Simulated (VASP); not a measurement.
Consider the following.

```
Pt
1.0
    4.82883     0.00000     0.00000
    3.21922     3.59919     0.00000
    0.00000     0.00000    25.66637
Pt
12
Direct
  0.34912   0.34912   0.31403
  0.65075   0.65075   0.34444
  0.95074   0.95074   0.37796
  0.25030   0.25030   0.41390
  0.54979   0.54979   0.44855
  0.84976   0.84976   0.48335
  0.15024   0.15024   0.51665
  0.45021   0.45021   0.55145
  0.74970   0.74970   0.58610
  0.04926   0.04926   0.62204
  0.34925   0.34925   0.65556
  0.65088   0.65088   0.68597
```

Computed with r2SCAN meta-GGA, VASP's PBE PAW potentials (set 64) (plane waves; VASP). Run with PREC = Normal, EDIFF = 1E-5, 400 eV cut-off, 8×8×1 Γ-centred mesh, first-order Methfessel-Paxton smearing of 0.10 eV, potentials Pt.

The ions are relaxed. Give the cell that the relaxation ends in.

```
Pt
1.0
    4.82883     0.00000     0.00000
    3.21922     3.59919     0.00000
    0.00000     0.00000    25.66637
Pt
12
Direct
  0.34557   0.34557   0.31918
  0.65142   0.65142   0.34265
  0.95900   0.95900   0.37668
  0.24869   0.24869   0.41584
  0.54634   0.54634   0.44777
  0.84928   0.84928   0.48356
  0.15072   0.15072   0.51644
  0.45366   0.45366   0.55223
  0.75131   0.75131   0.58416
  0.04100   0.04100   0.62332
  0.34858   0.34858   0.65735
  0.65443   0.65443   0.68082
```

How much energy does the relaxation gain?

The energy (σ→0) changes by -17.0 meV/atom, in 12 ionic steps.

```
step  E(σ→0) (eV)  max force (eV/Å)  pressure (GPa)  volume (Å³)
----  -----------  ----------------  --------------  -----------
1       -613.2802             0.786           -0.58       446.08
2       -613.3910             0.610           -2.64       446.08
3       -613.4403             0.498           -1.77       446.08
4       -613.4546             0.348           -2.07       446.08
5       -613.4767             0.123           -2.06       446.08
6       -613.4783             0.114           -2.04       446.08
7       -613.4812             0.056           -1.93       446.08
8       -613.4813             0.057           -1.92       446.08
9       -613.4813             0.061           -1.90       446.08
10      -613.4827             0.054           -1.80       446.08
11      -613.4830             0.049           -1.72       446.08
12      -613.4838             0.024           -1.64       446.08
```

The cell is a thin slab with vacuum, built from Pt (fcc): (210) face.
